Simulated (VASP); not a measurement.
A convergence study with VASP on KZnF₃ (cubic perovskite): one setting is varied, all else stays as given below, so the limit is that of these other settings. ε∞ is the independent-particle value.

```xyz
5
Lattice="4.0500 0.0000 0.0000 0.0000 4.0500 0.0000 0.0000 0.0000 4.0500" Properties=species:S:1:pos:R:3 pbc="T T T"
K      0.0000     0.0000     0.0000
Zn     2.0250     2.0250     2.0250
F      2.0250     0.0000     2.0250
F      0.0000     2.0250     2.0250
F      2.0250     2.0250     0.0000
```

Computed with PBE GGA, VASP's PBE PAW potentials (set 64) (plane waves; VASP). The tightest run used: 700 eV cut-off, 4×4×4 Γ-centred mesh, Gaussian smearing of 0.050 eV, potentials K_sv Zn F.

### Question
The settings run are NBANDS = 22; NBANDS = 23; NBANDS = 25; NBANDS = 29; NBANDS = 37; NBANDS = 53; NBANDS = 85; NBANDS = 149. From which on does the mean ε∞ stay within 0.3  of the tightest run?

### Answer
From NBANDS = 37 on: it is off by 0.17 there and by no more than 0.3 in any finer run, while NBANDS = 29 is off by 0.46.
```csv
setting,mean ε∞,bands,difference judged ()
NBANDS = 22,1.39,22,1.05
NBANDS = 23,1.53,23,0.91
NBANDS = 25,1.72,25,0.71
NBANDS = 29,1.97,29,0.46
NBANDS = 37,2.27,37,0.17
NBANDS = 53,2.36,53,0.08
NBANDS = 85,2.42,85,0.02
NBANDS = 149,2.44,149,0.00
```

Left out are rungs that failed or repeat a setting and relaxations that didn't move; long series are thinned to 24 rows.

The compound is KZnF3 in the cubic perovskite structure. The cell was not relaxed at this level.
